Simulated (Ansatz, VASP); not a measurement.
## Cross-check of SnO2 (SnO2 (P4_2/mnm)) between VASP and Ansatz

Wanted: the spread between two codes on one cell, functional and k mesh. Of the first pair: The structure shown is the start of the Ansatz relaxation below; VASP solves that cell, so the two are compared at the walk's first step.

Program: Ansatz 0.2.0. Level of theory: plane waves, with VASP 6.6.1 beside it; single point at r2SCAN. Results are calculated unless marked as measured.

## (1) The starting structure

The cell holds 72 atoms: 24 Sn and 48 O. Cell: a = 9.516 Å, b = 9.516 Å, c = 9.602 Å, α = 90.0°, β = 90.0°, γ = 90.0°.

## (2) Ansatz: relaxation, r2SCAN

Ansatz runs on its PAW soft_1 files.

The two programs are compared at the cell with which this relaxation starts, whose forces are those of its first step.

File input.yaml:

```yaml
crystal:
  lattice:
    - [9.5155030781, 0.0, 0.0]
    - [0.0, 9.5155030781, 0.0]
    - [0.0, 0.0, 9.6020443896]
  atoms:
    - { symbol: Sn, position: [0.25, 0.25, 0.1666666667] }
    - { symbol: Sn, position: [0.0, 0.0, 0.0] }
    - { symbol: O, position: [0.0970286166, 0.4029713834, 0.1666666667] }
    - { symbol: O, position: [0.4029713834, 0.0970286166, 0.1666666667] }
    - { symbol: O, position: [0.1529713834, 0.1529713834, 0.0] }
    - { symbol: O, position: [0.3470286166, 0.3470286166, 0.0] }
    - { symbol: Sn, position: [0.25, 0.25, 0.5] }
    - { symbol: Sn, position: [0.0, 0.0, 0.3333333333] }
    - { symbol: O, position: [0.0970286166, 0.4029713834, 0.5] }
    - { symbol: O, position: [0.4029713834, 0.0970286166, 0.5] }
    - { symbol: O, position: [0.1529713834, 0.1529713834, 0.3333333333] }
    - { symbol: O, position: [0.3470286166, 0.3470286166, 0.3333333333] }
    - { symbol: Sn, position: [0.25, 0.25, 0.8333333333] }
    - { symbol: Sn, position: [0.0, 0.0, 0.6666666667] }
    - { symbol: O, position: [0.0970286166, 0.4029713834, 0.8333333333] }
    - { symbol: O, position: [0.4029713834, 0.0970286166, 0.8333333333] }
    - { symbol: O, position: [0.1529713834, 0.1529713834, 0.6666666667] }
    - { symbol: O, position: [0.3470286166, 0.3470286166, 0.6666666667] }
    - { symbol: Sn, position: [0.25, 0.75, 0.1666666667] }
    - { symbol: Sn, position: [0.0, 0.5, 0.0] }
    - { symbol: O, position: [0.0970286166, 0.9029713834, 0.1666666667] }
    - { symbol: O, position: [0.4029713834, 0.5970286166, 0.1666666667] }
    - { symbol: O, position: [0.1529713834, 0.6529713833, 0.0] }
    - { symbol: O, position: [0.3470286166, 0.8470286167, 0.0] }
    - { symbol: Sn, position: [0.25, 0.75, 0.5] }
    - { symbol: Sn, position: [0.0, 0.5, 0.3333333333] }
    - { symbol: O, position: [0.0970286166, 0.9029713834, 0.5] }
    - { symbol: O, position: [0.4029713834, 0.5970286166, 0.5] }
    - { symbol: O, position: [0.1529713834, 0.6529713833, 0.3333333333] }
    - { symbol: O, position: [0.3470286166, 0.8470286167, 0.3333333333] }
    - { symbol: Sn, position: [0.25, 0.75, 0.8333333333] }
    - { symbol: Sn, position: [0.0, 0.5, 0.6666666667] }
    - { symbol: O, position: [0.0970286166, 0.9029713834, 0.8333333333] }
    - { symbol: O, position: [0.4029713834, 0.5970286166, 0.8333333333] }
    - { symbol: O, position: [0.1529713834, 0.6529713833, 0.6666666667] }
    - { symbol: O, position: [0.3470286166, 0.8470286167, 0.6666666667] }
    - { symbol: Sn, position: [0.75, 0.25, 0.1666666667] }
    - { symbol: Sn, position: [0.5, 0.0, 0.0] }
    - { symbol: O, position: [0.5970286166, 0.4029713834, 0.1666666667] }
    - { symbol: O, position: [0.9029713834, 0.0970286166, 0.1666666667] }
    - { symbol: O, position: [0.6529713833, 0.1529713834, 0.0] }
    - { symbol: O, position: [0.8470286167, 0.3470286166, 0.0] }
    - { symbol: Sn, position: [0.75, 0.25, 0.5] }
    - { symbol: Sn, position: [0.5, 0.0, 0.3333333333] }
    - { symbol: O, position: [0.5970286166, 0.4029713834, 0.5] }
    - { symbol: O, position: [0.9029713834, 0.0970286166, 0.5] }
    - { symbol: O, position: [0.6529713833, 0.1529713834, 0.3333333333] }
    - { symbol: O, position: [0.8470286167, 0.3470286166, 0.3333333333] }
    - { symbol: Sn, position: [0.75, 0.25, 0.8333333333] }
    - { symbol: Sn, position: [0.5, 0.0, 0.6666666667] }
    - { symbol: O, position: [0.5970286166, 0.4029713834, 0.8333333333] }
    - { symbol: O, position: [0.9029713834, 0.0970286166, 0.8333333333] }
    - { symbol: O, position: [0.6529713833, 0.1529713834, 0.6666666667] }
    - { symbol: O, position: [0.8470286167, 0.3470286166, 0.6666666667] }
    - { symbol: Sn, position: [0.75, 0.75, 0.1666666667] }
    - { symbol: Sn, position: [0.5, 0.5, 0.0] }
    - { symbol: O, position: [0.5970286166, 0.9029713834, 0.1666666667] }
    - { symbol: O, position: [0.9029713834, 0.5970286166, 0.1666666667] }
    - { symbol: O, position: [0.6529713833, 0.6529713833, 0.0] }
    - { symbol: O, position: [0.8470286167, 0.8470286167, 0.0] }
    - { symbol: Sn, position: [0.75, 0.75, 0.5] }
    - { symbol: Sn, position: [0.5, 0.5, 0.3333333333] }
    - { symbol: O, position: [0.5970286166, 0.9029713834, 0.5] }
    - { symbol: O, position: [0.9029713834, 0.5970286166, 0.5] }
    - { symbol: O, position: [0.6529713833, 0.6529713833, 0.3333333333] }
    - { symbol: O, position: [0.8470286167, 0.8470286167, 0.3333333333] }
    - { symbol: Sn, position: [0.75, 0.75, 0.8333333333] }
    - { symbol: Sn, position: [0.5, 0.5, 0.6666666667] }
    - { symbol: O, position: [0.5970286166, 0.9029713834, 0.8333333333] }
    - { symbol: O, position: [0.9029713834, 0.5970286166, 0.8333333333] }
    - { symbol: O, position: [0.6529713833, 0.6529713833, 0.6666666667] }
    - { symbol: O, position: [0.8470286167, 0.8470286167, 0.6666666667] }
basis:
  ecutwfc: 500
  xc_grid: 2
hamiltonian:
  xc: r2scan
  pseudopotentials: { kind: paw, azcp: { folder: soft_1 } }
kpoints:
  mp_grid: { grid: [1, 1, 1], shift: [0.25, 0.25, 0.25] }
scf:
  occupations: { method: fermi_dirac, width: 0.01 }
  max_iter: 80
output:
  forces: true
relax:
  f_tol: 0.01
  max_steps: 120
  random_displacement: { amplitude: 0.08, seed: 7983 }
checkpoint:
  write: "../pristine.rattled.run"
  compress: false
  write_wavefunctions: false
  write_every: 100000
```

Launch:

```bash
$ ansatz run input.yaml --threads 4 --pin off --max-ram 7536MiB --backend cpu --events-out ev --progress --plain --runs-dir out
```

Numbers of over 12 decimals in the logs are rounded to 6 here.

Output:

```text
Engine: ansatz 0.2.0, aarch64-unknown-linux-gnu
Pseudopotentials: kind: paw
Pseudopotential: Sn, paw, valence charge 14, recommended cutoff 500 eV (meta_gga), soft_1/Sn.paw.azcp
Pseudopotential: O, paw, valence charge 6, recommended cutoff 500 eV (meta_gga), soft_1/O.paw.azcp
Functional definition: r2SCAN
  parameter k0 = 0.174
  parameter k1 = 0.065
  parameter a1 = 4.9479
  exchange = r2scan_x(k0 = k0, k1 = k1, a1 = a1)
  correlation = r2scan_c
Crystal: 72 atoms, lattice volume = 869.415 Å³
Basis set: ecut = 500 eV, 22119 PW (Γ), exchange–correlation on 144×144×144 points (8 copies of the dense FFT grid, shifted against one another)
Bands: 384, of which v1, the nominal top of the filled ones, is band 312 counted from 1 (311 counted from 0)
Symmetry: 1 space group operations
k-points: 1
Non-local potential: Sn, projectors of the file, l = 0: 2, l = 1: 2, l = 2: 2, l = 3: 1
Non-local potential: O, projectors of the file, l = 0: 2, l = 1: 2, l = 2: 1
PAW form: soft (Blöchl's): semilocal exchange-correlation on the pseudo side does not see the compensation charge
PAW frozen core: Sn, regenerated for the run's functional (the file was generated under x = pbe(κ = 0.804, μ = 0.219515), c = pbe(β = 0.066725))
PAW frozen core: O, regenerated for the run's functional (the file was generated under x = pbe(κ = 0.804, μ = 0.219515), c = pbe(β = 0.066725))
PAW one-centre angular grid: Sn, 590 points (default); XC on 160 Gauss nodes
PAW one-centre angular grid: O, 302 points (default); XC on 160 Gauss nodes
Initial density: superposition of atomic densities (chi_scale 0.1, normalization cell, long waves kept (reshape's long-wave potential 0.11 eV rms))
Initial wavefunctions: pseudopotential atomic-orbital guess
Functional: x = r2scan, c = r2scan; τ floored in thin density (d = 2e-4 eV/Å³)
SCF iter   1: F=—  HF=-172229.938565 eV  |F-HF|=—  |Δ(HF+E_count)|=         —  Δρ=8.37e-2  dr2=4.92e1  dr2_τ=6.28e0  ethr=3.10e-3  ⟨swp⟩=5.0  Hψ=1372  notcnv=0  defer=49
preconditioner: auto → Resta (q_TF=auto, 2.582 Å⁻¹)  ε∞=3.2  [insulator: Δε(μ)=2.949 eV  Ē_g=21.074 eV  σ=0.010 eV  W_gap=1.00  n_scr=250 (ndim 8)  ℏωp=31.5 eV  f_vac=0.000  D(μ)=0.00/eV (n_scr^D=0)  ε∞_Penn≈3.2]
SCF iter   2: F=—  HF=-172225.136575 eV  |F-HF|=—  |Δ(HF+E_count)|=    4.80e0  Δρ=4.09e-2  dr2=7.76e0  dr2_τ=8.12e-1  ethr=3.10e-3  ⟨swp⟩=2.0  Hψ=637  notcnv=0  defer=68
SCF iter   3: F=—  HF=-172226.735705 eV  |F-HF|=—  |Δ(HF+E_count)|=    1.60e0  Δρ=1.37e-2  dr2=1.27e0  dr2_τ=9.52e-2  ethr=1.24e-3  ⟨swp⟩=3.0  Hψ=626  notcnv=0  defer=45
automatic band count: iteration 3 solves 361 bands in place of 384: the levels show a gap, and the empty bands left out lie too high to hold charge; the band table lists the bands solved (type scf.n_extra_bands for more)
SCF iter   4: F=—  HF=-172226.848064 eV  |F-HF|=—  |Δ(HF+E_count)|=   1.12e-1  Δρ=2.70e-3  dr2=3.41e-2  dr2_τ=5.44e-3  ethr=2.04e-4  ⟨swp⟩=2.0  Hψ=508  notcnv=0  defer=45
SCF iter   5: F=—  HF=-172226.862466 eV  |F-HF|=—  |Δ(HF+E_count)|=   1.44e-2  Δρ=9.46e-4  dr2=5.11e-3  dr2_τ=7.12e-4  ethr=5.46e-6  ⟨swp⟩=2.0  Hψ=492  notcnv=0  defer=45
SCF iter   6: F=—  HF=-172226.863032 eV  |F-HF|=—  |Δ(HF+E_count)|=   5.66e-4  Δρ=3.98e-4  dr2=9.47e-4  dr2_τ=1.19e-4  ethr=8.20e-7  ⟨swp⟩=2.0  Hψ=589  notcnv=0  defer=45
SCF iter   7: F=—  HF=-172226.864226 eV  |F-HF|=—  |Δ(HF+E_count)|=   1.19e-3  Δρ=9.44e-5  dr2=5.84e-5  dr2_τ=4.70e-6  ethr=1.52e-7  ⟨swp⟩=2.0  Hψ=485  notcnv=0  defer=45
SCF iter   8: F=—  HF=-172226.864234 eV  |F-HF|=—  |Δ(HF+E_count)|=   7.52e-6  Δρ=3.55e-5  dr2=8.37e-6  dr2_τ=1.09e-6  ethr=9.37e-9  ⟨swp⟩=2.0  Hψ=628  notcnv=0  defer=45
SCF iter   9: F=-172226.864233 eV  HF=-172226.864233 eV  |F-HF|=5.26e-8  |Δ(HF+E_count)|=   3.75e-7  Δρ=6.51e-6  dr2=2.97e-7  dr2_τ=2.43e-8  ethr=4.01e-10  ⟨swp⟩=4.0  Hψ=1133  notcnv=0
SCF 1 converged in 9 iterations: F = -172226.864233 eV  dr2 = 2.97e-7
  greatest PAW one-centre occupation: 0.996 electrons in one spin orbital (limit 2), on the Sn atom at site 13 (counted from 0), in its partial waves of l = 2
relax step   1: F+E_penalty+E_count = -172226.86423340 eV  Δ(F+E_penalty+E_count) = +0.000e0 eV  max|allowed force component| = 3.356e0 eV/Å  Δτ_max = 0.0000 Å  (9 SCF iters, dr2 threshold 2.50e-6 eV, accepted)
Initial density: handed on by an earlier stage of this run
Initial wavefunctions: those handed on with the density
iter 1 solved again at ethr=3.02e-4 eV; its pass at ethr=3.10e-3 eV (dr2=1.88e0 eV) is discarded
SCF iter   1: F=—  HF=-172229.257873 eV  |F-HF|=—  |Δ(HF+E_count)|=         —  Δρ=1.86e-2  dr2=1.88e0  dr2_τ=1.38e1  ethr=3.02e-4  ⟨swp⟩=1.0  Hψ=1469  notcnv=0  defer=39
automatic band count: iteration 1 solves 361 bands in place of 384: the levels show a gap, and the empty bands left out lie too high to hold charge; the band table lists the bands solved (type scf.n_extra_bands for more)
[...]
atom  23  O      0.00032307     0.00021167     0.00024618
  atom  24  O     -0.00014745    -0.00021501    -0.00020531
  atom  25  Sn     0.00031429     0.00008974     0.00001174
  atom  26  Sn     0.00007817     0.00004414     0.00013267
  atom  27  O      0.00074627    -0.00020286    -0.00038033
  atom  28  O     -0.00056126     0.00031344    -0.00004090
  atom  29  O     -0.00081547    -0.00080428    -0.00027263
  atom  30  O     -0.00012417    -0.00015426     0.00000255
  atom  31  Sn     0.00009852     0.00026554     0.00033589
  atom  32  Sn     0.00033114    -0.00017596    -0.00008682
  atom  33  O      0.00132456    -0.00067143     0.00015737
  atom  34  O     -0.00101520     0.00079190     0.00015327
  atom  35  O      0.00020673    -0.00061021     0.00022234
  atom  36  O     -0.00013269     0.00001993     0.00009810
  atom  37  Sn     0.00007535    -0.00034211     0.00038533
  atom  38  Sn    -0.00006742     0.00040373     0.00000490
  atom  39  O      0.00036317     0.00032572     0.00042293
  atom  40  O     -0.00107102     0.00030124     0.00062672
  atom  41  O     -0.00012991     0.00032606     0.00003265
  atom  42  O     -0.00009160    -0.00014885    -0.00017033
  atom  43  Sn    -0.00011178     0.00036353     0.00023184
  atom  44  Sn    -0.00002719     0.00022894    -0.00020193
  atom  45  O      0.00106508    -0.00017343     0.00008347
  atom  46  O     -0.00105448     0.00038659     0.00009476
[...]
atom  65  O     -0.00036040    -0.00078825    -0.00014043
  atom  66  O      0.00054545     0.00048797     0.00000052
  atom  67  Sn     0.00027230     0.00016153    -0.00017597
  atom  68  Sn    -0.00034674     0.00013880    -0.00001112
  atom  69  O      0.00162543    -0.00081279    -0.00029363
  atom  70  O     -0.00195778     0.00072120     0.00002700
  atom  71  O      0.00057543     0.00000966     0.00006281
  atom  72  O     -0.00045203    -0.00048807     0.00028717
  max |Σ_I F_I| component: 1.75e-3 eV/Å
--- Relaxed structure (5 steps of the walk, 5 accepted, 0 SCFs on fresh bases) ---
  F+E_penalty+E_count = -172230.81695181 eV   max|allowed force component| = 1.948e-3 eV/Å
  atoms:
    - { symbol: Sn, position: [0.249529, 0.250436, 0.166062] }
    - { symbol: Sn, position: [-0.000469192, 0.000432836, -0.000604696] }
    - { symbol: O, position: [0.096559, 0.403394, 0.166063] }
    - { symbol: O, position: [0.402509, 0.097494, 0.166064] }
    - { symbol: O, position: [0.152490, 0.153371, -0.000594756] }
    - { symbol: O, position: [0.346573, 0.347496, -0.00061802] }
    - { symbol: Sn, position: [0.249531, 0.250438, 0.499401] }
    - { symbol: Sn, position: [-0.000463, 0.000438357, 0.332726] }
    - { symbol: O, position: [0.096555, 0.403388, 0.499398] }
    - { symbol: O, position: [0.402508, 0.097493, 0.499400] }
    - { symbol: O, position: [0.152491, 0.153378, 0.332744] }
    - { symbol: O, position: [0.346576, 0.347490, 0.332718] }
    - { symbol: Sn, position: [0.249525, 0.250437, 0.832730] }
    - { symbol: Sn, position: [-0.00047063, 0.00043567, 0.666061] }
    - { symbol: O, position: [0.096553, 0.403396, 0.832728] }
    - { symbol: O, position: [0.402508, 0.097489, 0.832726] }
    - { symbol: O, position: [0.152481, 0.153378, 0.666076] }
    - { symbol: O, position: [0.346583, 0.347491, 0.666052] }
    - { symbol: Sn, position: [0.249539, 0.750440, 0.166064] }
    - { symbol: Sn, position: [-0.00046717, 0.500444, -0.000601615] }
    - { symbol: O, position: [0.096559, 0.903386, 0.166064] }
    - { symbol: O, position: [0.402502, 0.597481, 0.166060] }
    - { symbol: O, position: [0.152489, 0.653378, -0.000592197] }
    - { symbol: O, position: [0.346571, 0.847505, -0.000615066] }
    - { symbol: Sn, position: [0.249535, 0.750442, 0.499397] }
    - { symbol: Sn, position: [-0.000463395, 0.500445, 0.332730] }
    - { symbol: O, position: [0.096555, 0.903387, 0.499398] }
    - { symbol: O, position: [0.402502, 0.597481, 0.499396] }
    - { symbol: O, position: [0.152497, 0.653383, 0.332743] }
    - { symbol: O, position: [0.346575, 0.847509, 0.332720] }
    - { symbol: Sn, position: [0.249531, 0.750437, 0.832728] }
    - { symbol: Sn, position: [-0.000469757, 0.500446, 0.666062] }
    - { symbol: O, position: [0.096549, 0.903385, 0.832728] }
    - { symbol: O, position: [0.402503, 0.597480, 0.832725] }
    - { symbol: O, position: [0.152480, 0.653390, 0.666070] }
    - { symbol: O, position: [0.346577, 0.847502, 0.666052] }
    - { symbol: Sn, position: [0.749537, 0.250441, 0.166058] }
    - { symbol: Sn, position: [0.499529, 0.000439374, -0.000601947] }
[...]
- { symbol: Sn, position: [0.749541, 0.250440, 0.499392] }
    - { symbol: Sn, position: [0.499533, 0.000444813, 0.332733] }
[...]
- { symbol: Sn, position: [0.749537, 0.250437, 0.832728] }
    - { symbol: Sn, position: [0.499534, 0.000439635, 0.666064] }
[...]
- { symbol: Sn, position: [0.749523, 0.750438, 0.166067] }
    - { symbol: Sn, position: [0.499528, 0.500432, -0.000607835] }
[...]
- { symbol: Sn, position: [0.749529, 0.750444, 0.499397] }
    - { symbol: Sn, position: [0.499528, 0.500431, 0.332727] }
    - { symbol: O, position: [0.596550, 0.903384, 0.499394] }
    - { symbol: O, position: [0.902509, 0.597496, 0.499395] }
    - { symbol: O, position: [0.652483, 0.653378, 0.332745] }
    - { symbol: O, position: [0.846566, 0.847507, 0.332718] }
    - { symbol: Sn, position: [0.749525, 0.750437, 0.832733] }
    - { symbol: Sn, position: [0.499534, 0.500433, 0.666060] }
    - { symbol: O, position: [0.596544, 0.903385, 0.832734] }
    - { symbol: O, position: [0.902518, 0.597501, 0.832731] }
    - { symbol: O, position: [0.652481, 0.653378, 0.666075] }
    - { symbol: O, position: [0.846565, 0.847511, 0.666053] }
```

(Continued in part 2 of 3.)

[Lines on the potential files, build, host, timing and source positions are cut from VASP's logs without a mark.]

[Logs are printed without paths, hosts, clocks, repeated set-up lines and the standing remarks that a program may print on its own settings, such as how far it seeks lower states.]

[Hosts, paths, dates, database ids (printed as entryN), source tags and the programs' standing remarks are cut or masked in the printed files.]
